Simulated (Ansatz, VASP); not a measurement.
# Cross-check of Sr5Li10Al4Si18O52 between VASP and Ansatz, part 2 of 4

Wanted: the spread between two codes on one cell, functional and k mesh. Of the first pair: The structure shown is frame 67 of Ansatz's trajectory.

VASP 6.6.1 and Ansatz 0.2.0.

So far: The starting structure; Ansatz: dynamics, PBEsol.

## Step 3: VASP: single point, PBEsol, pair 1

Level of this step: PBEsol; plane waves and PAW (Si, Al, Li_sv, Sr_sv, O) (VASP).

The same cell, functional, mesh and smearing now go to VASP, with its own data sets.

Lines of VASP's logs that name or quote its potential files are left out, and so is its time.

INCAR reads:

```
SYSTEM = Sr5Li10Al4Si18O52
PREC = Accurate
ENCUT = 650
EDIFF = 1E-06
NELM = 120
ISMEAR = 0
SIGMA = 0.05
LREAL = Auto
ALGO = Normal
GGA = PS
NBANDS = 304
LORBIT = 11
LWAVE = .FALSE.
LCHARG = .FALSE.
ISIF = 2
LASPH = .TRUE.
GGA_COMPAT = .FALSE.
EFERMI = MIDGAP
NCORE = 2
```

POSCAR reads:

```
Sr5Li10Al4Si18O52
1.0
   10.3996100000      0.0000000000      0.0000000000
    0.0000000000     10.3996100000      0.0000000000
    0.0000000000      0.0000000000     10.3996100000
Si Al Li Sr O
18 4 10 5 52
Direct
    0.3857067717      0.0321069732      0.2592789537
    0.3724658905      0.0359725028      0.9600071541
    0.2529614091      0.0005663674      0.5220099600
    0.5156635682      0.3710139130      0.0680025501
    0.5294717783      0.9037454289      0.5700213758
    0.3812450659      0.7472491757      0.2286720367
    0.2908474452      0.7507396912      0.9402948764
    0.8859659160      0.0816472925      0.3788988241
    0.6152057625      0.2144022709      0.3912646724
    0.0517615564      0.2039307243      0.5966281428
    0.0785702541      0.5390586762      0.1557173779
    0.6336583776      0.6169846754      0.1765931607
    0.2409321119      0.4171502585      0.5435107663
    0.9048127766      0.6434568219      0.5597998386
    0.7458933556      0.8409834600      0.0105100095
    0.0529539088      0.8224443032      0.0796183703
    0.2854433964      0.3521958997      0.2557211280
    0.6519859879      0.1185909856      0.9886236118
    0.9299194874      0.1118022695      0.8509261405
    0.7738847899      0.8725423357      0.7142190909
    0.1673331981      0.7099016213      0.4520265664
    0.1164082115      0.1173697860      0.1376974713
    0.6091093801      0.6643037575      0.7628555302
    0.6100324916      0.9555262168      0.2801643523
    0.4441512711      0.5003360703      0.8046744061
    0.3160887764      0.7282388474      0.6786889124
    0.0375110220      0.8547051284      0.6664192215
    0.8966297775      0.7628266829      0.3131271269
    0.0225970012      0.6451780403      0.8558878650
    0.8550897582      0.4966340084      0.3556287207
    0.7337486694      0.8630996739      0.4412569318
    0.0306453800      0.2992323751      0.3289546435
    0.4568152075      0.2221910245      0.7212674321
    0.2006036765      0.3393684955      0.8816580622
    0.8658497771      0.2971361426      0.1066866931
    0.7574514814      0.3368299388      0.6716886499
    0.5833391829      0.5410010568      0.4907491723
    0.3940147756      0.9913256362      0.5941953592
    0.5754638876      0.1979401151      0.5364239621
    0.4896241301      0.6403028575      0.2544326181
    0.6669384717      0.9625937896      0.6290812829
    0.3182042404      0.6563515363      0.8343966745
    0.2794431714      0.7512685572      0.3397915883
    0.9949507722      0.2422398532      0.7447202347
    0.5038746645      0.7752694572      0.6536687433
    0.1687659441      0.0995998888      0.5958588832
    0.5302314221      0.0724931031      0.9102360569
    0.6970934487      0.9797482790      0.0517327092
    0.6592554913      0.7306043207      0.0820992326
    0.8211365619      0.5144327528      0.5317891729
    0.8095495889      0.7666152865      0.5800313666
    0.5581555462      0.8709557378      0.4260929016
    0.3209254962      0.0586464300      0.1035327286
    0.7241521557      0.1075328786      0.3682830414
    0.9994903655      0.6739483500      0.4234581874
    0.5065959204      0.1235334787      0.2876550178
    0.7500569733      0.6031668495      0.2699428152
    0.4263044480      0.3566960684      0.2012863944
    0.2040461133      0.2390858888      0.2011325425
    0.9311791500      0.1582174716      0.5099325840
    0.5884355279      0.4722773258      0.7259695315
    0.3004054960      0.1296010139      0.8605322700
    0.2216140798      0.4976821246      0.2196428520
    0.6201386398      0.4902972323      0.0705411068
    0.3066941933      0.3492150186      0.4106884777
    0.4456320958      0.8908218674      0.2115271630
    0.2252776787      0.5696175145      0.5253370078
    0.3465610730      0.8906968627      0.9236019428
    0.0174814248      0.1560635447      0.9971720093
    0.0893302730      0.3497919634      0.5386067362
    0.6217540850      0.2455861326      0.0850512663
    0.7675672453      0.1663235448      0.8970721017
    0.1380051752      0.7882218660      0.9513433677
    0.0914457369      0.9494298344      0.1541211642
    0.9031780999      0.8150786424      0.0246836179
    0.3391665649      0.7081227084      0.0853685859
    0.4435935578      0.3715523948      0.9348715961
    0.2716832650      0.0406072920      0.3649463778
    0.2986746618      0.3798219356      0.6749291560
    0.9734403502      0.1556981464      0.2593751112
    0.9861235181      0.4334200994      0.2384224024
    0.6621305991      0.3571191612      0.3614943253
    0.7217001407      0.8134535814      0.8617727011
    0.0352609377      0.5081248239      0.9959902342
    0.0564444244      0.6940260260      0.1758431326
    0.0127399008      0.6411394273      0.6840352667
    0.1838242011      0.8593879963      0.5458762396
    0.8900910707      0.9330061416      0.3599269588
    0.9073994121      0.9752096473      0.7657306380
```

KPOINTS reads:

```
Automatic mesh
0
Gamma
1 1 1
0 0 0
```

The projector-augmented-wave data sets are Si, Al, Li_sv, Sr_sv and O (PBE family, release 64).

Started as:

```sh
$ mpirun -np 8 vasp_gam
```

Numbers of over 12 decimals in the logs are rounded to 6 here.

What it wrote:

```text
[banner, memory and clock lines left out]
running    8 mpi-ranks, on    1 nodes
[...]
|                                                                             |
|               ----> ADVICE to this user running VASP <----                  |
|                                                                             |
|     You enforced a specific xc type in the INCAR file but a different       |
|     [... a line on the potential file left out ...]
|     I HOPE YOU KNOW WHAT YOU ARE DOING!                                     |
|                                                                             |

 LDA part: xc-table for (Slater+PW92), standard interpolation
 POSCAR, INCAR and KPOINTS ok, starting setup
[...]
entering main loop
       N       E                     dE             d eps       ncg     rms          rms(c)
DAV:   1     0.536968691005E+04    0.53697E+04   -0.30913E+05   608   0.191E+03
DAV:   2    -0.197768952337E+03   -0.55675E+04   -0.53089E+04   736   0.448E+02
DAV:   3    -0.705498925322E+03   -0.50773E+03   -0.50369E+03   728   0.142E+02
DAV:   4    -0.737843701279E+03   -0.32345E+02   -0.32203E+02   952   0.273E+01
[...]
DAV:  17    -0.654216783955E+03   -0.15775E-04   -0.21371E-04   792   0.305E-02    0.214E-02
DAV:  18    -0.654216783371E+03    0.58342E-06   -0.27154E-05   816   0.105E-02    0.122E-02
DAV:  19    -0.654216783310E+03    0.61198E-07   -0.56626E-06   672   0.813E-03
   1 F= -.65421678E+03 E0= -.65421678E+03  d E =0.000000E+00
```

OUTCAR, selected parts (step 3):

```text
  Total       -4.5901264     -1.4460913     -1.8438332    -10.5728711     -9.7668732      0.7476540
  in kB       -6.5385894     -2.0599426     -2.6265221    -15.0609498    -13.9128138      1.0650258
  external PRESSURE =      -3.7416847 kB  Pullay stress =       0.0000000 kB

 POSITION                                       TOTAL-FORCE (eV/Angst)
 -----------------------------------------------------------------------------------
      4.01120      0.33390      2.69640         0.131690     -0.547976     -1.897648
      3.87350      0.37410      9.98370         0.454035      0.923251     -3.357243
      2.63070      0.00589      5.42870         2.667957     -3.283428     -1.548886
      5.36270      3.85840      0.70720         0.754674     -0.128046      1.211044
[...]
4.61900      5.20330      8.36830        -0.782467      0.246434      0.403532
      3.28720      7.57340      7.05810         0.692411      0.074539     -0.491839
      0.39010      8.88860      6.93050        -0.038968     -0.116739      0.241303
      9.32460      7.93310      3.25640         0.427046     -0.320244     -0.662811
      0.23500      6.70960      8.90090         0.205224     -0.368906      0.606112
      8.89260      5.16480      3.69840         0.074106     -0.234948     -0.288190
      7.63070      8.97590      4.58890         0.431990      0.389153      0.825322
      0.31870      3.11190      3.42100         0.817882      0.490979      0.913768
      4.75070      2.31070      7.50090         0.341921     -0.352769      0.063979
[...]
-----------------------------------------------------------------------------------
    total drift:                               -0.007024     -0.011627      0.013686

  FREE ENERGIE OF THE ION-ELECTRON SYSTEM (eV)
  ---------------------------------------------------
  free  energy   TOTEN  =      -654.2167833101 eV

  energy  without entropy=     -654.2167833101  energy(sigma->0) =     -654.21678331

[... 3 further parts left out ...]
[key lines of the parts left out:]
E-fermi :   4.0350
```

The run ends at a pressure of -0.37 GPa, with forces up to 4.5 eV/Å.

## Step 4: Differences

Known differences besides the potentials themselves: the cutoff is 420 eV in Ansatz and 650 eV in VASP (PREC = Accurate, projectors in real space); Ansatz makes its cores anew for this functional, VASP keeps those of its PBE data sets. Total energies have different zeros and are not compared.

Forces on 9 of the 89 atoms, those with the largest forces and the largest differences (eV/Å; atoms numbered as in POSCAR):

```csv
atom,"Ansatz x, y, z","VASP x, y, z"
Si3,"2.677, -3.291, -1.528","2.668, -3.283, -1.549"
Si7,"-0.257, 1.002, 3.920","-0.258, 1.008, 3.957"
Si9,"-1.244, -0.025, -0.379","-1.322, -0.100, -0.494"
Si13,"-2.437, 0.610, -2.743","-2.462, 0.599, -2.807"
Si14,"3.553, -0.686, 1.121","3.590, -0.686, 1.094"
Si17,"-0.151, 3.679, 0.669","-0.149, 3.703, 0.697"
O42,"0.728, -2.992, -2.373","0.765, -3.121, -2.459"
O54,"3.329, -0.927, -1.054","3.366, -0.968, -1.075"
O88,"-0.207, -1.246, 0.553","-0.193, -1.398, 0.536"
```

The forces differ by 43 meV/Å r.m.s., which is 3.6 % of the r.m.s. force of 1.179 eV/Å (both taken over all components).

## Step 5: Ansatz: dynamics, PBEsol

One frame of this run of dynamics is then solved in both programs, so the motion causes no difference.

The structure compared here is frame 134 of Ansatz's trajectory.

input.yaml reads:

```yaml
crystal:
  lattice:
    - [10.39961, 0.0, 0.0]
    - [0.0, 10.39961, 0.0]
    - [0.0, 0.0, 10.39961]
  atoms:
    - { symbol: Si, position: [0.38473, 0.03812, 0.25033] }
    - { symbol: Si, position: [0.36754, 0.02923, 0.95138] }
    - { symbol: Si, position: [0.25817, 0.98949, 0.51918] }
    - { symbol: Si, position: [0.52616, 0.37783, 0.07474] }
    - { symbol: Si, position: [0.54009, 0.90494, 0.57802] }
    - { symbol: Si, position: [0.3785, 0.74012, 0.2399] }
    - { symbol: Si, position: [0.29139, 0.74968, 0.94876] }
    - { symbol: Si, position: [0.87708, 0.08611, 0.3618] }
    - { symbol: Si, position: [0.60195, 0.21278, 0.37482] }
    - { symbol: Si, position: [0.04236, 0.19851, 0.58748] }
    - { symbol: Si, position: [0.07164, 0.54232, 0.16272] }
    - { symbol: Si, position: [0.64152, 0.62494, 0.19468] }
    - { symbol: Si, position: [0.22787, 0.41727, 0.53773] }
    - { symbol: Si, position: [0.91171, 0.63467, 0.57702] }
    - { symbol: Si, position: [0.74723, 0.84592, 0.01571] }
    - { symbol: Si, position: [0.04695, 0.83416, 0.08768] }
    - { symbol: Si, position: [0.27941, 0.37175, 0.25877] }
    - { symbol: Si, position: [0.6446, 0.11161, 0.98562] }
    - { symbol: Al, position: [0.93457, 0.10207, 0.85294] }
    - { symbol: Al, position: [0.77698, 0.8749, 0.72043] }
    - { symbol: Al, position: [0.16415, 0.70554, 0.46261] }
    - { symbol: Al, position: [0.08526, 0.11975, 0.1438] }
    - { symbol: Li, position: [0.61358, 0.65952, 0.76794] }
    - { symbol: Li, position: [0.62114, 0.93395, 0.2585] }
    - { symbol: Li, position: [0.41633, 0.48527, 0.78981] }
    - { symbol: Li, position: [0.33725, 0.69026, 0.67218] }
    - { symbol: Li, position: [0.05375, 0.82349, 0.70349] }
    - { symbol: Li, position: [0.90315, 0.73243, 0.32029] }
    - { symbol: Li, position: [0.10373, 0.5903, 0.85494] }
    - { symbol: Li, position: [0.80992, 0.45678, 0.35118] }
    - { symbol: Li, position: [0.76693, 0.8288, 0.43676] }
    - { symbol: Li, position: [0.01648, 0.32341, 0.33566] }
    - { symbol: Sr, position: [0.46239, 0.2199, 0.72848] }
    - { symbol: Sr, position: [0.20425, 0.33082, 0.89236] }
    - { symbol: Sr, position: [0.85497, 0.31525, 0.08724] }
    - { symbol: Sr, position: [0.75729, 0.33187, 0.66427] }
    - { symbol: Sr, position: [0.58885, 0.56406, 0.49367] }
    - { symbol: O, position: [0.40254, 0.98236, 0.5852] }
    - { symbol: O, position: [0.57061, 0.22396, 0.5262] }
    - { symbol: O, position: [0.49988, 0.65123, 0.26841] }
    - { symbol: O, position: [0.65017, 0.96551, 0.66445] }
    - { symbol: O, position: [0.3104, 0.63366, 0.85355] }
    - { symbol: O, position: [0.26441, 0.74376, 0.33548] }
    - { symbol: O, position: [0.99148, 0.214, 0.72947] }
    - { symbol: O, position: [0.50989, 0.76303, 0.62782] }
    - { symbol: O, position: [0.16586, 0.1072, 0.5624] }
    - { symbol: O, position: [0.51425, 0.0716, 0.91741] }
    - { symbol: O, position: [0.69285, 0.99424, 0.06262] }
    - { symbol: O, position: [0.6739, 0.73948, 0.09414] }
    - { symbol: O, position: [0.84183, 0.50762, 0.53845] }
    - { symbol: O, position: [0.81136, 0.75666, 0.60886] }
    - { symbol: O, position: [0.58917, 0.89776, 0.4378] }
    - { symbol: O, position: [0.34595, 0.07564, 0.09849] }
    - { symbol: O, position: [0.72764, 0.1319, 0.35084] }
    - { symbol: O, position: [0.0111, 0.66763, 0.46269] }
    - { symbol: O, position: [0.49751, 0.13598, 0.29537] }
    - { symbol: O, position: [0.73734, 0.64849, 0.30971] }
    - { symbol: O, position: [0.41494, 0.36956, 0.18177] }
    - { symbol: O, position: [0.17987, 0.26223, 0.19674] }
    - { symbol: O, position: [0.93306, 0.15304, 0.49336] }
    - { symbol: O, position: [0.58802, 0.4753, 0.72847] }
    - { symbol: O, position: [0.28757, 0.10232, 0.85733] }
    - { symbol: O, position: [0.1956, 0.5059, 0.24098] }
    - { symbol: O, position: [0.62621, 0.49096, 0.11346] }
    - { symbol: O, position: [0.30736, 0.36662, 0.40761] }
    - { symbol: O, position: [0.43103, 0.88893, 0.21109] }
    - { symbol: O, position: [0.23998, 0.57252, 0.5279] }
    - { symbol: O, position: [0.36689, 0.87992, 0.92856] }
    - { symbol: O, position: [0.02489, 0.14832, 0.9884] }
    - { symbol: O, position: [0.09574, 0.34178, 0.52336] }
    - { symbol: O, position: [0.62461, 0.24358, 0.06683] }
    - { symbol: O, position: [0.77453, 0.1436, 0.89349] }
    - { symbol: O, position: [0.13939, 0.79452, 0.9669] }
    - { symbol: O, position: [0.11214, 0.95595, 0.15151] }
    - { symbol: O, position: [0.90021, 0.85733, 0.04907] }
    - { symbol: O, position: [0.32502, 0.69907, 0.09439] }
    - { symbol: O, position: [0.45004, 0.36124, 0.94906] }
    - { symbol: O, position: [0.2935, 0.03199, 0.37083] }
    - { symbol: O, position: [0.28971, 0.36809, 0.66367] }
    - { symbol: O, position: [0.95546, 0.14941, 0.245] }
    - { symbol: O, position: [0.95258, 0.46768, 0.23537] }
    - { symbol: O, position: [0.65428, 0.355, 0.33624] }
    - { symbol: O, position: [0.72061, 0.8193, 0.86902] }
    - { symbol: O, position: [0.08048, 0.48935, 0.01867] }
    - { symbol: O, position: [0.03936, 0.69783, 0.16371] }
    - { symbol: O, position: [0.99827, 0.62482, 0.70824] }
    - { symbol: O, position: [0.18462, 0.85268, 0.54719] }
    - { symbol: O, position: [0.89372, 0.93634, 0.36487] }
    - { symbol: O, position: [0.92328, 0.96324, 0.758] }
kpoints:
  mp_grid: { grid: [1, 1, 1] }
hamiltonian:
  xc: pbesol
scf:
  occupations: { method: gaussian, width: 0.05 }
output:
  forces: true
md:
  timestep: 1.0
  n_steps: 200
  ensemble: nvt_langevin
  temperature: 900
  initial_velocities: maxwell_boltzmann
  seed: 3345
```

Started as:

```sh
$ ansatz run input.yaml --threads 4 --pin off --max-ram 8192MiB --backend cpu --events-out ev --progress --plain --runs-dir out
```

What it wrote:

```text
[...]
Crystal: 89 atoms, lattice volume = 1124.737 Å³
Basis set: ecut = 420 eV, 21975 PW (Γ), exchange–correlation on 144×144×144 points (8 copies of the dense FFT grid, shifted against one another)
Bands: 327, of which v1, the nominal top of the filled ones, is band 238 counted from 1 (237 counted from 0)
Symmetry: 1 space group operations
k-points: 1
[...]
atom   7  Si    -0.89701841    -0.32042571    -2.53034819
  atom   8  Si    -1.15294434     3.76798143     0.61784409
[...]
atom  86  O      0.41356641     0.25394320    -1.05883837
  atom  87  O     -0.70040540    -0.75535143    -0.97263180
  atom  88  O     -0.44094656    -1.11555462     0.67662588
  atom  89  O      2.66550804     2.23326106     0.11837373
  max |Σ_I F_I| component: 1.18e-4 eV/Å
--- MD trajectory: 200 steps, t = 0.0 → 200.0 fs ---
[...]
[key lines of the parts left out:]
SCF converged after 8 iterations
Free energy (F): -62040.528503 eV
Fermi energy:    6.404910 eV
```

[end of part 2 of 4]

[Lines on the potential files, build, host, timing and source positions are cut from VASP's logs without a mark.]

[Logs are printed without paths, hosts, clocks, repeated set-up lines and the standing remarks that a program may print on its own settings, such as how far it seeks lower states.]

[Hosts, paths, dates, database ids (printed as entryN), source tags and the programs' standing remarks are cut or masked in the printed files.]
